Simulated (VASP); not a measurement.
BaMg4Sn3:

```xyz
8
Lattice="4.8993 0.0000 0.0000 0.0000 4.8993 0.0000 0.0000 0.0000 9.2477" Properties=species:S:1:pos:R:3 pbc="T T T"
Ba    0.0000    0.0000    0.0000
Mg    0.0000    2.4497    2.9481
Mg    2.4497    0.0000    2.9481
Mg    0.0000    2.4497    6.2996
Mg    2.4497    0.0000    6.2996
Sn    0.0000    0.0000    4.6239
Sn    2.4497    2.4497    1.3615
Sn    2.4497    2.4497    7.8862
```

The cell was built by a generator and needn't be a form met in nature.

Base run:

- Program: VASP 6.6.1
- Functional: PBE
- Potentials or basis: VASP PAW PBE potentials, release 64 (Ba_sv, Mg, Sn_d)
- Cutoff: 520 eV
- k mesh: 4 × 4 × 2
- Occupations: fermi-dirac, width 0.1 eV
- Spin: no spin polarisation

Its results: band gap on the k mesh none (metal or under the smearing width); pressure 1.3 GPa; largest force 0.913 eV/Å.

Problem. The run is repeated on the same cell with these changes: further incar settings from ALGO = Fast; EDIFF = 1e-07; NBANDS = 40 to ALGO = Normal; EDIFF = 1e-06; NBANDS = 40; dispersion from none to D3(BJ). What comes out?

Solution. Band gap on the k mesh none (metal or under the smearing width); pressure -0.6 GPa; largest force 0.925 eV/Å.

Caveats: pairwise dispersion overbinds metals, which lowers pressure and volume (some runs).

Not every run made on this cell is shown here.
